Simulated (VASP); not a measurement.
Data:

```
Gd
1.0
    1.81500    -3.14367     0.00000
    1.81500     3.14367     0.00000
    0.00000     0.00000     5.78000
Gd
2
Direct
  0.33333   0.66667   0.25000
  0.66667   0.33333   0.75000
```

Method: r2SCAN meta-GGA, VASP's PBE PAW potentials (set 64) (plane waves; VASP). Run with 400 eV cut-off, 10×10×6 Γ-centred mesh, first-order Methfessel-Paxton smearing of 0.10 eV, potentials Gd_3.

The 4f electrons are frozen in the core of the lanthanide potential, so 4f levels, which can set the real gap, and their magnetism are missing.

**Question.** The ions, cell shape and volume are relaxed. Give the cell that the relaxation ends in.

**Answer.** 
```
Gd
1.0
    1.84819    -3.20116     0.00000
    1.84819     3.20116     0.00000
    0.00000     0.00000     5.63987
Gd
2
Direct
  0.33333   0.66667   0.25000
  0.66667   0.33333   0.75000
```
Space group P6_3/mmc (194), at a tolerance of 0.03 Å.

**Question.** How do energy and volume change from the first to the last step?

**Answer.** The energy (σ→0) changes by -5.9 meV/atom and the volume by +1.2 %, in 7 ionic steps.

The compound is Gd in the hcp structure. This run relaxes it. Symmetry was kept, so distortions that lower it aren't found.
